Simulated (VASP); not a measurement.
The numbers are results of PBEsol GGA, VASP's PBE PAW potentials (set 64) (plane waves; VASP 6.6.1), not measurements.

VASP input:

**POSCAR**
```
C
1
    2.4612744795    -0.0000000000     0.0000000000
   -1.2306372398     2.1315266287    -0.0000000000
   -0.0000000000     0.0000000000     7.0288137676
C
4
Direct
  1.0000000000   0.0000000000   0.2500000000
  0.0000000000   1.0000000000   0.7500000000
  0.3333330000   0.6666670000   0.2500000000
  0.6666670000   0.3333330000   0.7500000000
```

### KPOINTS
```
K-points
0
gamma
  9 9 3
0 0 0
```

### INCAR
```
ALGO = Normal
EDIFF = 1E-6
EDIFFG = -0.02
ENCUT = 520
GGA = PS
IBRION = 2
ISIF = 3
ISMEAR = 0
LASPH = T
LCHARG = F
LREAL = F
LWAVE = F
NELM = 100
NSW = 60
PREC = Accurate
SIGMA = 0.05
SYSTEM = C
```

POTCAR, in this order: C (PBE.64 set). Program: vasp_std.

The resulting files:

OUTCAR:
```
 ion  position               nearest neighbor table
   1  0.000  0.000  0.250-   3 1.42   3 1.42   3 1.42
   2  0.000  0.000  0.750-   4 1.42   4 1.42   4 1.42
   3  0.333  0.667  0.250-   1 1.42   1 1.42   1 1.42
   4  0.667  0.333  0.750-   2 1.42   2 1.42   2 1.42
  LATTYP: Found a hexagonal cell.
 ALAT       =     2.4612744795
 C/A-ratio  =     2.8557618527
 Subroutine PRICEL returns:
 Original cell was already a primitive cell.
 Subroutine GETGRP returns: Found 24 space group operations
The static configuration has the point symmetry D_3d.
 The point group associated with its full space group is D_6h.
The dynamic configuration has the point symmetry D_3d.
 Subroutine INISYM returns: Found 24 space group operations
 Subroutine IBZKPT returns following result:
 Found     24 irreducible k-points:

 Following reciprocal coordinates:
            Coordinates               Weight
  0.000000  0.000000  0.000000      1.000000
  0.111111 -0.000000  0.000000      6.000000
  0.222222 -0.000000  0.000000      6.000000
  0.333333 -0.000000  0.000000      6.000000
  0.444444 -0.000000  0.000000      6.000000
  0.111111  0.111111  0.000000      6.000000
  0.222222  0.111111  0.000000     12.000000
  0.333333  0.111111  0.000000     12.000000
  0.444444  0.111111  0.000000      6.000000
  0.222222  0.222222  0.000000      6.000000
  0.333333  0.222222  0.000000     12.000000
  0.333333  0.333333  0.000000      2.000000
  0.000000  0.000000  0.333333      2.000000
  0.111111 -0.000000  0.333333     12.000000
  0.222222 -0.000000  0.333333     12.000000
  0.333333 -0.000000  0.333333     12.000000
  0.444444 -0.000000  0.333333     12.000000
  0.111111  0.111111  0.333333     12.000000
  0.222222  0.111111  0.333333     24.000000
  0.333333  0.111111  0.333333     24.000000
...
```

File OSZICAR:
```
       N       E                     dE             d eps       ncg     rms          rms(c)
DAV:   1     0.520809389635E+02    0.52081E+02   -0.82035E+03   584   0.121E+03
DAV:   2    -0.369090316121E+02   -0.88990E+02   -0.80838E+02   800   0.232E+02
DAV:   3    -0.409044609579E+02   -0.39954E+01   -0.39560E+01   736   0.500E+01
DAV:   4    -0.409517432388E+02   -0.47282E-01   -0.47239E-01   712   0.642E+00
DAV:   5    -0.409528152125E+02   -0.10720E-02   -0.10716E-02   712   0.930E-01    0.904E+00
DAV:   6    -0.391363813106E+02    0.18164E+01   -0.17877E+00   648   0.923E+00    0.525E+00
DAV:   7    -0.385534339786E+02    0.58295E+00   -0.19795E+00   668   0.981E+00    0.130E+00
DAV:   8    -0.385590319396E+02   -0.55980E-02   -0.65155E-02   628   0.175E+00    0.109E-01
DAV:   9    -0.385589258024E+02    0.10614E-03   -0.12030E-03   732   0.294E-01    0.638E-02
DAV:  10    -0.385591244428E+02   -0.19864E-03   -0.26378E-04   704   0.129E-01    0.331E-02
DAV:  11    -0.385591250140E+02   -0.57122E-06   -0.49758E-06   744   0.193E-02
   1 F= -.38559125E+02 E0= -.38558443E+02  d E =-.385591E+02
```

### OUTCAR
```
------------------------ aborting loop because EDIFF is reached ----------------------------------------
  FORCE on cell =-STRESS in cart. coord.  units (eV):
  Direction    XX          YY          ZZ          XY          YZ          ZX
  --------------------------------------------------------------------------------------
  Total       -0.0063786     -0.0063786      0.0288924      0.0000000      0.0000000      0.0000000
  in kB       -0.2771443     -0.2771444      1.2553399      0.0000000      0.0000000      0.0000000
  external PRESSURE =       0.2336837 kB  Pullay stress =       0.0000000 kB
  volume of cell :       36.88
      direct lattice vectors                 reciprocal lattice vectors
     2.461274480  0.000000000  0.000000000     0.406293572  0.234573659  0.000000000
    -1.230637240  2.131526629  0.000000000     0.000000000  0.469147317  0.000000000
     0.000000000  0.000000000  7.028813768     0.000000000  0.000000000  0.142271517
 POSITION                                       TOTAL-FORCE (eV/Angst)
 -----------------------------------------------------------------------------------
      0.00000      0.00000      1.75720        -0.000000      0.000000     -0.000000
      0.00000      0.00000      5.27161         0.000000      0.000000      0.000000
     -0.00000      1.42102      1.75720        -0.000000      0.000000      0.000000
      1.23064      0.71051      5.27161         0.000000     -0.000000      0.000000
 -----------------------------------------------------------------------------------
    total drift:                                0.000000     -0.000000      0.000000
  FREE ENERGIE OF THE ION-ELECTRON SYSTEM (eV)
  ---------------------------------------------------
  free  energy   TOTEN  =       -38.5591250140 eV

  energy  without entropy=      -38.5577608034  energy(sigma->0) =      -38.55844291

 reached required accuracy - stopping structural energy minimisation
```
(Selected blocks of OUTCAR.)

Without a dispersion term in the relaxation, distances and binding between the weakly bound layers, chains or molecules are unreliable, and so is what depends on them.

The structure comes from a measured C entry (P6_3/mmc) of the Crystallography Open Database, whose conditions weren't checked. It was relaxed first. The k-mesh is coarse (spacing up to 0.33 per Å, 2π included), so the numbers may not be converged in it. The start is the result of an earlier pass.
